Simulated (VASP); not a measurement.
A convergence study with VASP on KBr (rock salt): one setting is varied, all else stays as given below, so the limit is that of these other settings. Each run relaxes cell and ions from the cell shown.

```xyz
2
Lattice="0.0000 3.3000 3.3000 3.3000 0.0000 3.3000 3.3000 3.3000 0.0000" Properties=species:S:1:pos:R:3 pbc="T T T"
K      0.0000     0.0000     0.0000
Br     3.3000     3.3000     3.3000
```

Calculation: PBE GGA, VASP's PBE PAW potentials (set 64) (plane waves; VASP). The tightest run used: 550 eV cut-off, 11×11×11 Γ-centred mesh, Gaussian smearing of 0.050 eV, potentials K_sv Br.

Gaps are read on the run's mesh, which can miss a band edge.

Question: The settings run are 2×2×2 mesh; 3×3×3 mesh; 4×4×4 mesh; 5×5×5 mesh; 7×7×7 mesh; 8×8×8 mesh; 9×9×9 mesh; 10×10×10 mesh; 11×11×11 mesh. From which on does the relaxed volume stay within 0.05 Å³/atom of the tightest run?

Answer: From 4×4×4 mesh on: it is off by 0.010 there and by no more than 0.05 in any finer run, while 3×3×3 mesh is off by 0.090.
```tsv
setting	relaxed volume (Å³/atom)	E (eV/atom)	gap on the mesh (eV)	irreducible k-points	difference judged (Å³/atom)
2×2×2 mesh	39.052	-3.0665	4.186	3	1.279
3×3×3 mesh	37.863	-3.1093	4.295	4	0.090
4×4×4 mesh	37.783	-3.1115	4.303	8	0.010
5×5×5 mesh	37.776	-3.1117	4.304	10	0.003
7×7×7 mesh	37.776	-3.1117	4.304	20	0.003
8×8×8 mesh	37.773	-3.1117	4.304	29	0.000
9×9×9 mesh	37.774	-3.1117	4.304	35	0.001
10×10×10 mesh	37.776	-3.1117	4.304	47	0.003
11×11×11 mesh	37.773	-3.1117	4.304	56	0.000
```

Left out are rungs that failed or repeat a setting and relaxations that didn't move; long series are thinned to 24 rows.

The compound is KBr in the rock salt structure.
